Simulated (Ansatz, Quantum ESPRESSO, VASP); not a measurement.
**Code comparison for Ta (Im-3m, 1 atom in the cell)**

Self-consistent single point.

```yaml
crystal:
  lattice:
    - [-1.65000, 1.65000, 1.65000]
    - [1.65000, -1.65000, 1.65000]
    - [1.65000, 1.65000, -1.65000]
  atoms:
    - { symbol: Ta, position: [0.00000, 0.00000, 0.00000] }
```

Shared settings, as Ansatz (a first-principles code) writes them: kpoints.mp_grid.grid = 14 14 14; magnetization.spin_orbit = true; scf.occupations.method = fermi_dirac; scf.occupations.width = 0.05 eV. Potentials and cutoffs stand in the table.

| code | model | pressure (GPa) | cutoff |
|---|---|---|---|
| Ansatz | PBE with spin-orbit coupling, default PAW files | 3.39 | 420 eV |
| VASP | PBE, spin-orbit coupling, VASP's PBE PAW potentials (set 64) | 2.95 | 300 eV |
| Quantum ESPRESSO | PBE, spin-orbit coupling, PSlibrary fully relativistic ultrasoft (PBE) pseudopotentials | 2.21 | 50 Ry |

The spread over the programs that give each value: pressure within 1.18 GPa.

Ansatz's pressure is given at a fixed set of plane waves, as the other plane-wave codes print theirs; with its correction for the finite basis it is 3.44 GPa.

VASP's run is marked for a possible Pulay error in its stress at this cutoff; no cutoff test was made.

The starting cell has typed, rounded lattice constants, without a prior relaxation at this level.

Left out of this page: ABINIT (failed or unconverged); Elk, FLEUR and SIESTA (not drawn, or without a comparable value).

Keys are those of Ansatz 0.2.
